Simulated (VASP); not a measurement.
Input:

```yaml
crystal:
  lattice:
    - [3.66208, 0.00000, 0.00000]
    - [-1.83104, 3.17146, 0.00000]
    - [0.00000, 0.00000, 18.66705]
  atoms:
    - { symbol: S, position: [0.66667, 0.33333, 0.42056] }
    - { symbol: S, position: [0.33333, 0.66667, 0.57944] }
    - { symbol: Sn, position: [0.00000, 0.00000, 0.50000] }
```

The numbers are results of PBE GGA with D3 dispersion (Becke-Johnson damping), VASP's PBE PAW potentials (set 64) (plane waves; VASP), not measurements. Run with PREC = Normal, 400 eV cut-off, 12×12×1 Γ-centred mesh, Gaussian smearing of 0.050 eV, potentials S Sn_d.

**Question.** Estimate the energy per atom (σ→0).

**Answer.** 
- energy per atom (σ→0): -4.635 eV/atom

Total energies compare only between runs with the same potentials, cut-off and functional.

The cell is a sheet with vacuum, built from SnS2 (1T layered).
